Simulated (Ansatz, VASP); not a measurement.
# Cross-check of Hf (Hf strained to the junction's net) between VASP and Ansatz

One calculation is typed for both programs; each brings its own data sets. How far apart do they land? The structure shown is the end of the Ansatz relaxation below.

Main program and level: Ansatz 0.2.0; plane waves, with VASP 6.6.1 beside it; single point at PBE.

## 1. Starting point

It takes space group P6_3/mmc (No. 194, hexagonal). Conventional cell: a = 3.220 Å, b = 3.220 Å, c = 5.057 Å, α = 90.00°, β = 90.00°, γ = 120.00°. Hf has 12 Hf at 3.14 to 3.22 Å nearest.

## 2. Ansatz: relaxation, PBE

Ansatz runs on its default PAW (the set named soft_2) files.

This run makes the geometry at which the two programs are then compared.

Input file input.yaml:

```yaml
crystal:
  lattice:
    - [3.22, 0.0, 0.0]
    - [-1.61, 2.7886018002, 0.0]
    - [0.0, 0.0, 5.02790625]
  atoms:
    - { symbol: Hf, position: [0.0, 0.0, 0.0] }
    - { symbol: Hf, position: [0.3333333333, 0.6666666667, 0.5] }
kpoints:
  mp_grid: { grid: [12, 12, 6] }
scf:
  occupations: { method: fermi_dirac, width: 0.1 }
  max_iter: 150
hamiltonian:
  xc: pbe
relax:
  f_tol: 0.01
  max_steps: 40
  cell: { fix: [a, b, angles] }
```

On the command line:

```console
ansatz run input.yaml --threads 4 --pin off --max-ram 12288MiB --backend cpu --events-out ev --progress --plain --runs-dir out
```

Numbers of over 12 decimals in the logs are rounded to 6 here.

Output:

```text
Engine: ansatz 0.2.0, aarch64-unknown-linux-gnu
Pseudopotentials: kind: paw
Pseudopotential: Hf, paw, valence charge 26, recommended cutoff 420 eV (normal), Hf.paw.azcp
Functional definition: PBE
  parameter kappa = 0.804
  parameter beta = 0.066725
  exchange = pbe_x(kappa = kappa, mu = beta*pi^2/3)
  correlation = pbe_c(beta = beta)
Crystal: 2 atoms, lattice volume = 45.147 Å³
Basis set: ecut = 420 eV, 881 PW (Γ), exchange–correlation on 48×48×72 points (8 copies of the dense FFT grid, shifted against one another)
Bands: 32, of which v1, the nominal top of the filled ones, is band 26 counted from 1 (25 counted from 0)
Symmetry: 24 space group operations
Space group: P63/mmc (ITA 194), of the structure as read, at distance tolerance 3.6e-5 Å
k-points: 76 of 864
Non-local potential: Hf, projectors of the file, l = 0: 3, l = 1: 2, l = 2: 2, l = 3: 3
PAW form: soft (Blöchl's): semilocal exchange-correlation on the pseudo side does not see the compensation charge
PAW one-centre angular grid: Hf, 590 points (default); XC on 64 Gauss nodes
Initial density: superposition of atomic densities (neutral atoms: chi_scale 0, normalization atom), corrected by the library's trained network
Initial wavefunctions: pseudopotential atomic-orbital guess
Functional: x = pbe(κ = 0.804, μ = 0.219515), c = pbe(β = 0.066725)
SCF iter   1: F=—  HF=-31442.747759 eV  |F-HF|=—  |Δ(HF+E_count)|=         —  Δρ=2.88e-3  dr2=1.82e-3  ethr=1.77e-3  ⟨swp⟩=4.4  Hψ=7965  notcnv=0
preconditioner: auto → Kerker (q_TF=auto, 2.793 Å⁻¹)  [metal: Δε(μ)=0.023 eV  Ē_g=17.571 eV  σ=0.100 eV  W_gap=0.06  n_scr=22 (ndim 8)  ℏωp=38.3 eV  f_vac=0.000  D(μ)=1.66/eV (n_scr^D=22)]
SCF iter   2: F=—  HF=-31442.748098 eV  |F-HF|=—  |Δ(HF+E_count)|=   3.39e-4  Δρ=1.80e-3  dr2=7.95e-4  ethr=3.49e-6  ⟨swp⟩=2.6  Hψ=5006  notcnv=0
SCF iter   3: F=—  HF=-31442.748305 eV  |F-HF|=—  |Δ(HF+E_count)|=   2.07e-4  Δρ=2.54e-4  dr2=2.59e-5  ethr=1.53e-6  ⟨swp⟩=2.1  Hψ=2825  notcnv=0
SCF iter   4: F=—  HF=-31442.748327 eV  |F-HF|=—  |Δ(HF+E_count)|=   2.18e-5  Δρ=1.02e-4  dr2=2.43e-6  ethr=4.98e-8  ⟨swp⟩=2.1  Hψ=4385  notcnv=0
SCF iter   5: F=—  HF=-31442.748326 eV  |F-HF|=—  |Δ(HF+E_count)|=   1.38e-6  Δρ=3.89e-5  dr2=3.33e-7  ethr=4.67e-9  ⟨swp⟩=3.1  Hψ=5274  notcnv=0
SCF iter   6: F=—  HF=-31442.748325 eV  |F-HF|=—  |Δ(HF+E_count)|=   1.59e-7  Δρ=1.43e-5  dr2=4.14e-8  ethr=1.92e-10  ⟨swp⟩=5.5  Hψ=10777  notcnv=0
SCF iter   7: F=-31442.748325 eV  HF=-31442.748325 eV  |F-HF|=1.20e-9  |Δ(HF+E_count)|=   1.28e-8  Δρ=3.03e-6  dr2=3.41e-9  ethr=7.96e-11  ⟨swp⟩=4.8  Hψ=9225  notcnv=0
SCF 1 converged in 7 iterations: F = -31442.748325 eV  dr2 = 3.41e-9
  greatest PAW one-centre occupation: 0.998 electrons in one spin orbital (limit 2), on the Hf atom at site 1 (counted from 0), in its partial waves of l = 0
relax step   1: F+E_penalty+E_count = -31442.74832539 eV  Δ(F+E_penalty+E_count) = +0.000e0 eV  max|allowed force component| = 2.035e-16 eV/Å  Δτ_max = 0.0000 Å  P = -0.047 GPa  Ω = 45.147 Å³  fix = [a, b, alpha, beta, gamma]  reactions: a -0.621, b -0.621 GPa  (7 SCF iters, dr2 threshold 1.00e-7 eV, accepted)
[...]
relax step   2: F+E_penalty+E_count = -31442.74852750 eV  Δ(F+E_penalty+E_count) = -2.021e-4 eV  max|allowed force component| = 1.480e-16 eV/Å  Δτ_max = 0.0000 Å  P = -1.143 GPa  Ω = 45.607 Å³  energy of the carried Pulay correction = -1.258e-4 eV  fix = [a, b, alpha, beta, gamma]  reactions: a -1.287, b -1.287 GPa  (5 SCF iters, dr2 threshold 2.00e-7 eV, accepted)
[...]
relax step   3: F+E_penalty+E_count = -31442.74912830 eV  Δ(F+E_penalty+E_count) = -6.008e-4 eV  max|allowed force component| = 2.961e-16 eV/Å  Δτ_max = 0.0000 Å  P = -0.671 GPa  Ω = 45.406 Å³  energy of the carried Pulay correction = -7.097e-5 eV  fix = [a, b, alpha, beta, gamma]  reactions: a -1.001, b -1.001 GPa  (4 SCF iters, dr2 threshold 2.00e-7 eV, accepted)
[...]
relax step   4: F+E_penalty+E_count = -31442.74920127 eV  Δ(F+E_penalty+E_count) = -7.296e-5 eV  max|allowed force component| = 2.776e-16 eV/Å  Δτ_max = 0.0000 Å  P = -0.671 GPa  Ω = 45.406 Å³  fix = [a, b, alpha, beta, gamma]  reactions: a -1.001, b -1.001 GPa  stress off target by 1.14e-2 GPa on what of the cell is left free  SCF on the basis re-selected at this cell (its energy is not comparable with the rows above)  (6 SCF iters)
basis re-selected at this cell: Δ(F+E_penalty+E_count) = -7.296e-5 eV, ΔP = +0.000 GPa vs the last step (what re-selecting the basis moved, of the pressure what is left beyond the Pulay correction that the steps carried, after the strain that the cell walked since its last selection, with what the two solves' SCF thresholds leave and, on support functions, any second-order correction that the steps lacked; it is no m [...]
SCF converged after 6 iterations
Free energy (F): -31442.749201 eV
Harris-Foulkes:  -31442.749201 eV  (|F-HF|=1.09e-11)
Internal energy: -31442.692057 eV  (E = F + TS)
E sigma→0 (E₀):  -31442.720629 eV
Entropy (-TS):   -0.057145 eV (-28.572 meV/atom)
Fermi energy:    19.576413 eV
--- Per-component energies (eV) ---
  E_band       = 54.363224
  E_kinetic    = 847.390380
  E_local      = -10222.290201  (includes V_loc(G=0)·N_el)
  E_nonlocal   = -2488.810785
  E_hartree    = 4802.869874
  E_xc         = -599.922885
  E_vxc        = -531.979795  (∫ρ·V_xc dr)
  E_paw        = -13855.392495  (= ΣΔE_a)
  E_vpaw       = 2844.313870  (= ΣTr[D̂ρ^β])
  E_aug_tail   = -0.000002  (compensation charges beyond the density's cutoff)
  E_ewald      = -9926.535943
  E_smearing   = -0.057145  (= −TS)
  E_closure    = -0.000000  (closes the sum)
  Σ components = -31442.749201   (vs F -31442.749201, Δ=0.00e0)
--- Forces (eV/Å), atoms counted from 1 ---
  atom   1  Hf    -0.00000000    -0.00000000    -0.00000000
  atom   2  Hf    -0.00000000     0.00000000     0.00000000
  max |Σ_I F_I| component: 7.40e-17 eV/Å
--- Stress (GPa, compression-positive) ---
       -1.000560       0.000000      -0.000000
        0.000000      -1.000560      -0.000000
       -0.000000      -0.000000      -0.011424
  P = ⅓ Tr σ = -0.6708 GPa (-6.708 kbar)
--- Relaxed structure (3 steps of the walk, 3 accepted, 1 SCFs on fresh bases) ---
  F+E_penalty+E_count = -31442.74920127 eV   max|allowed force component| = 2.776e-16 eV/Å   (the final SCF, on the basis selected at the relaxed cell)
  cell:  # Å, volume = 45.4057 Å³
    - [3.220000, 0, 0.0]
    - [-1.610000, 2.788602, 0.0]
    - [0.0, 0.0, 5.056706]
  atoms:
    - { symbol: Hf, position: [9.25185853962003e-18, -5.08852219630634e-17, 0.0] }
    - { symbol: Hf, position: [0.333333, 0.666667, 0.5] }
```

Reading the cycles: dr2 is the Hartree energy of the density residual (eV), the measure of convergence; HF is the Harris–Foulkes estimate of the energy, which meets the free energy F at convergence.

## 3. VASP: single point, PBE

The same cell, functional, mesh and smearing now go to VASP, with its own data sets.

Lines of VASP's logs that name or quote its potential files are left out, and so is its time.

Input file INCAR:

```
SYSTEM = Hf
PREC = Accurate
ENCUT = 500
EDIFF = 1E-06
NELM = 120
ISMEAR = -1
SIGMA = 0.1
LREAL = .FALSE.
ALGO = Normal
GGA = PE
NBANDS = 16
LASPH = .TRUE.
LORBIT = 11
LWAVE = .FALSE.
LCHARG = .FALSE.
ISIF = 2
GGA_COMPAT = .FALSE.
```

Input file POSCAR:

```
Hf
1.0
    3.2200000000      0.0000000000      0.0000000000
   -1.6100000000      2.7886018002      0.0000000000
    0.0000000000      0.0000000000      5.0567055592
Hf
2
Direct
    0.0000000000      0.0000000000      0.0000000000
    0.3333333333      0.6666666667      0.5000000000
```

Input file KPOINTS:

```
Automatic mesh
0
Gamma
12 12 6
0 0 0
```

The projector-augmented-wave data sets are Hf_pv (PBE family, release 64).

On the command line:

```console
mpirun -np 1 vasp_std
```

Output:

```text
[banner, memory and clock lines left out]
running    1 mpi-ranks, on    1 nodes
 distrk:  each k-point on    1 cores,    1 groups
 distr:  one band on    1 cores,    1 groups

 POSCAR found type information on POSCAR Hf
 POSCAR found :  1 types and       2 ions
 LDA part: xc-table for (Slater+PW92), standard interpolation
 POSCAR, INCAR and KPOINTS ok, starting setup
 FFT: planning ... GRIDC
 FFT: planning ... GRID_SOFT
 FFT: planning ... GRID
 WAVECAR not read
 entering main loop
       N       E                     dE             d eps       ncg     rms          rms(c)
DAV:   1     0.481676840403E+02    0.48168E+02   -0.10940E+04  2432   0.114E+03
DAV:   2    -0.189256371800E+02   -0.67093E+02   -0.65574E+02  3272   0.251E+02
DAV:   3    -0.205930102653E+02   -0.16674E+01   -0.16621E+01  3272   0.272E+01
DAV:   4    -0.206061839151E+02   -0.13174E-01   -0.13171E-01  3056   0.298E+00
DAV:   5    -0.206063706090E+02   -0.18669E-03   -0.18667E-03  3264   0.287E-01    0.645E+01
DAV:   6    -0.200692761983E+02    0.53709E+00   -0.51579E-01  2928   0.486E+00    0.382E+01
DAV:   7    -0.198845830336E+02    0.18469E+00   -0.86805E-01  2968   0.604E+00    0.184E+00
DAV:   8    -0.198737720525E+02    0.10811E-01   -0.56872E-02  2816   0.162E+00    0.398E-01
DAV:   9    -0.198738758623E+02   -0.10381E-03   -0.11684E-03  3368   0.256E-01    0.197E-01
DAV:  10    -0.198738607068E+02    0.15155E-04   -0.58080E-05  2872   0.534E-02    0.221E-01
DAV:  11    -0.198738646071E+02   -0.39003E-05   -0.59205E-06  3176   0.191E-02    0.110E-02
DAV:  12    -0.198738646409E+02   -0.33757E-07   -0.41010E-07  1752   0.459E-03
   1 F= -.19873865E+02 E0= -.19845278E+02  d E =-.571729E-01
```

From OUTCAR (step 3):

```text
ion  position               nearest neighbor table
   1  0.000  0.000  0.000-   2 3.14   2 3.14   2 3.14   2 3.14   2 3.14   2 3.14
   2  0.333  0.667  0.500-   1 3.14   1 3.14   1 3.14   1 3.14   1 3.14   1 3.14

  LATTYP: Found a hexagonal cell.
 ALAT       =     3.2200000000
 C/A-ratio  =     1.5704054532

 Subroutine GETGRP returns: Found 24 space group operations
 (whereof 12 operations were pure point group operations)

The static configuration has the point symmetry D_3h.
 The point group associated with its full space group is D_6h.

 Found     76 irreducible k-points:

   k-points           NKPTS =     76   k-points in BZ     NKDIM =     76   number of bands    NBANDS=     16

   dimension x,y,z NGX =    24 NGY =   24 NGZ =   40
   dimension x,y,z NGXF=    48 NGYF=   48 NGZF=   80

   ENCUT  =  500.0 eV  36.75 Ry    6.06 a.u.   5.87  5.87  9.22*2*pi/ulx,y,z

   NELECT =      20.0000    total number of electrons

 k-points in reciprocal lattice and weights: Automatic mesh
   0.00000000  0.00000000  0.00000000       0.001
   0.08333333 -0.00000000  0.00000000       0.007
   0.16666667  0.00000000  0.00000000       0.007
   0.25000000  0.00000000  0.00000000       0.007
   0.33333333 -0.00000000  0.00000000       0.007
   0.41666667 -0.00000000  0.00000000       0.007
   0.50000000  0.00000000  0.00000000       0.003
   0.08333333  0.08333333  0.00000000       0.007
   0.16666667  0.08333333  0.00000000       0.014
[...]
0.33333333  0.25000000  0.50000000       0.014
   0.33333333  0.33333333  0.50000000       0.002

 average (electrostatic) potential at core
       1 -37.5402       2 -37.5402

 E-fermi :   4.8071

 k-point     1 :       0.0000    0.0000    0.0000
  band No.  band energies     occupation
    ...
      4     -25.4441      2.00000
      5     -25.4441      2.00000
      6     -25.4367      2.00000
      7      -2.5133      2.00000
      8       1.1710      2.00000
      9       5.4723      0.00258
     10       5.9766      0.00002
     11       5.9766      0.00002
     12       6.3374      0.00000
     13       6.8005      0.00000
    ...

 k-point     2 :       0.0833   -0.0000    0.0000
  band No.  band energies     occupation
    ...
      4     -25.4815      2.00000
      5     -25.4487      2.00000
      6     -25.4449      2.00000
      7      -2.3084      2.00000
      8       1.3717      2.00000
      9       5.2006      0.03835
     10       5.4967      0.00202
     11       6.1694      0.00000
     12       6.5616      0.00000
     13       6.7213      0.00000
    ...

 k-point     3 :       0.1667    0.0000    0.0000
  band No.  band energies     occupation
    ...
      6     -25.4623      2.00000
      7      -1.7223      2.00000
      8       1.9076      2.00000
      9       4.5468      1.86214
     10       4.8044      1.01384
     11       6.0602      0.00001
     12       6.6789      0.00000
     13       6.7372      0.00000
     14       6.7445      0.00000
     15       7.2560      0.00000
    ...

  Total       -0.4000596     -0.4000596     -0.1487915      0.0000000      0.0000000     -0.0000000
  in kB      -14.1164417    -14.1164417     -5.2502352      0.0000000      0.0000000     -0.0000000
  external PRESSURE =     -11.1610395 kB  Pullay stress =       0.0000000 kB

  energy-cutoff  :      500.00
  volume of cell :       45.41
      direct lattice vectors                 reciprocal lattice vectors
     3.220000000  0.000000000  0.000000000     0.310559006  0.179301326  0.000000000
    -1.610000000  2.788601800  0.000000000     0.000000000  0.358602652  0.000000000
     0.000000000  0.000000000  5.056705559     0.000000000  0.000000000  0.197757213

 POSITION                                       TOTAL-FORCE (eV/Angst)
 -----------------------------------------------------------------------------------
      0.00000      0.00000      0.00000         0.000000     -0.000000      0.000000
     -0.00000      1.85907      2.52835        -0.000000      0.000000      0.000000
 -----------------------------------------------------------------------------------
    total drift:                                0.000000     -0.000000     -0.000000

  FREE ENERGIE OF THE ION-ELECTRON SYSTEM (eV)
  ---------------------------------------------------
  free  energy   TOTEN  =       -19.8738646409 eV

  energy  without entropy=      -19.8166917753  energy(sigma->0) =      -19.84527821

 total charge
# of ion       s       p       d       tot
------------------------------------------
    1        0.390   6.381   1.528   8.300
    2        0.390   6.381   1.528   8.300
--------------------------------------------------
tot          0.781  12.763   3.057  16.600

[... 3 further parts left out ...]
```

Harder data sets than Hf_pv exist (the GW ones), and pressures, volumes and forces can shift noticeably with them.

## 4. Side by side

Known differences besides the potentials themselves: the data sets hold 52 valence electrons in Ansatz (on its default PAW (the set named soft_2) files) and 20 in VASP; the cutoff is 420 eV in Ansatz and 500 eV in VASP; Ansatz's pressure holds a Pulay correction, VASP's none. Total energies have different zeros and are not compared.

The two programs side by side:

```tsv
quantity	Ansatz	VASP	difference
pressure (GPa)	-0.67	-1.12	+0.45
```

## 5. What came out

| Item | Value |
| --- | --- |
| difference in pressure (single point, PBE) | 0.45 GPa |

The difference in pressure is 0.45 GPa (single point, PBE), within the 1 GPa picked in this series as the mark of a large difference. The data sets hold unlike numbers of valence electrons (52 in Ansatz and 20 in VASP), so part of the differences comes from the potentials. Such differences can come from data sets, numerical settings and the points named under the comparisons, not from the functional's error against experiment.

[Lines on the potential files, build, host, timing and source positions are cut from VASP's logs without a mark.]

[Logs are printed without paths, hosts, clocks, repeated set-up lines and the standing remarks that a program may print on its own settings, such as how far it seeks lower states.]

[Hosts, paths, dates, database ids (printed as entryN), source tags and the programs' standing remarks are cut or masked in the printed files.]
